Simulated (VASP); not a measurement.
**AlN (space group Fm-3m): computed properties**

Computed with r2SCAN meta-GGA, VASP's PBE PAW potentials (set 64) (plane waves; VASP 6.6.1).

```
Property                                                                         Value
---------------------------------------------  ---------------------------------------
space group                                                                Fm-3m (225)
cell                                           a = b = c = 4.034 Å, α = β = γ = 90.00°
volume per atom                                                           8.20 Å³/atom
band gap (over mesh and band path)                                             5.56 eV
smallest direct gap (over mesh and band path)                                  6.62 eV
Hill bulk modulus                                                              279 GPa
Hill shear modulus                                                             244 GPa
Poisson's ratio                                                                  0.161
band-edge character                                                   indirect, Γ to X
density                                                                     4.15 g/cm³
mean ε∞ (independent particles)                                                   4.67
optical Γ-point spectrum                                                 475 (×3) cm⁻¹
C11                                                                            478 GPa
C12                                                                            180 GPa
C44                                                                            341 GPa
```

```yaml
crystal:
  lattice:
    - [0.00000, 2.01690, 2.01690]
    - [2.01690, 0.00000, 2.01690]
    - [2.01690, 2.01690, 0.00000]
  atoms:
    - { symbol: Al, position: [0.50000, 0.50000, 0.50000] }
    - { symbol: N, position: [0.00000, 0.00000, 0.00000] }
```

The structure comes from a computed database's AlN entry (Fm-3m); how it stands against other phases isn't given here. It was relaxed first. Symmetry was kept, so distortions that lower it aren't found.
